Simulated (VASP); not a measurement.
A run of VASP 6.6.1 is set up as follows.

Contents of INCAR:

```
ALGO = Fast
EDIFF = 1E-4
EDIFFG = -0.08
ENCUT = 520
GGA = PE
IBRION = 2
ISIF = 3
ISMEAR = 0
LASPH = True
LCHARG = False
LREAL = False
LWAVE = False
NELM = 60
NSW = 24
PREC = Normal
SIGMA = 0.15
```

File KPOINTS:

```
k-points
0
Gamma
  7 7 7
```

POSCAR

```
GeB2C2
1.0
   -1.6232736800      1.6232736800      5.6214476900
    1.6232736800     -1.6232736800      5.6214476900
    1.6232736800      1.6232736800     -5.6214476900
Ge B C
1 2 2
Direct
    0.0000000000      0.0000000000      0.0000000000
    0.3336443000      0.3336443000      0.0000000000
    0.6663557000      0.6663557000      0.0000000000
    0.2500000000      0.7500000000      0.5000000000
    0.7500000000      0.2500000000      0.5000000000
```

Potentials or basis: VASP PAW PBE potentials, release 64 (Ge_d, B, C).

The run is started by

```console
$ cat potpaw_PBE.64/Ge_d/POTCAR potpaw_PBE.64/B/POTCAR potpaw_PBE.64/C/POTCAR > POTCAR
$ mpirun -np 1 vasp_std > vasp.out
```

Question: What does it give for the space group after relaxing (to 0.05 Å)?

Answer: I4/mmm (No. 139).

Question: Estimate the relaxed volume.

Answer: 9.64 Å³/atom.

Forces in eV/Å, atoms in the order of the input:
```
Ge   0.000  0.000  0.000
B    0.000  0.000  0.030
B    0.000  0.000 -0.030
C    0.000  0.000  0.000
C    0.000  0.000  0.000
```

Caveat: the k mesh is coarse (spacing up to 0.39 Å⁻¹), so the values aren't converged; the volume moved by over 15 % at a fixed basis, so the end points are rough; the relaxation stopped at a loose force limit of 0.08 eV/Å, so its end isn't a converged minimum.
